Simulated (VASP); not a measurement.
VASP ran on this input.

INCAR:
```
! general
SYSTEM = MgS
PREC   = Accurate
ENCUT  = 300
LREAL  = .FALSE.
LASPH  = .TRUE.

! electronic loop
EDIFF  = 1E-6
NELM   = 100
ALGO   = Normal

! smearing
ISMEAR = 0
SIGMA  = 0.01

! functional
GGA    = PE

! ions
ISIF   = 2

! output
LWAVE  = .FALSE.
LCHARG = .FALSE.
```

File KPOINTS:
```
Regular mesh
0
G
12 12 12
0 0 0
```

POSCAR:
```
MgS
1
    0.0000000000     2.6044000000     2.6044000000
    2.6044000000     0.0000000000     2.6044000000
    2.6044000000     2.6044000000     0.0000000000
Mg S
1 1
Direct
  0.0000000000   0.0000000000   0.0000000000
  0.5000000000   0.5000000000   0.5000000000
```

POTCAR, in this order: Mg S (PBE.64 set). Program: vasp_std.

**Question.** Write an equivalent input for Ansatz.

**Answer.** One equivalent input (not run):
Ansatz 0.2 input:
```yaml
crystal:
  lattice:
    - [0.0000000, 2.6044000, 2.6044000]
    - [2.6044000, 0.0000000, 2.6044000]
    - [2.6044000, 2.6044000, 0.0000000]
  atoms:
    - { symbol: Mg, position: [0.0000000, 0.0000000, 0.0000000] }
    - { symbol: S, position: [0.5000000, 0.5000000, 0.5000000] }
kpoints:
  mp_grid: { grid: [12, 12, 12] }
hamiltonian:
  xc: pbe
  pseudopotentials: { kind: paw }
scf:
  occupations: { method: gaussian, width: 0.01 }
  max_iter: 100
output: { forces: true, stress: true, eigenvalues: true }
```
What does not carry over: each code has its own PAW files, so the cut-off isn't converted (ENCUT is set for VASP's; basis.ecutwfc is left out, and Ansatz then takes the one that its files recommend); Ansatz stops its SCF on the density residual and VASP on the energy change (EDIFF).

The structure comes from a computed database's MgS entry; how it stands against other phases isn't given here. The cell was not relaxed at this level. The run is one of a series of settings (KPOINTS 12×12×12 Γ-centred mesh against the base run), some of them coarse on purpose.
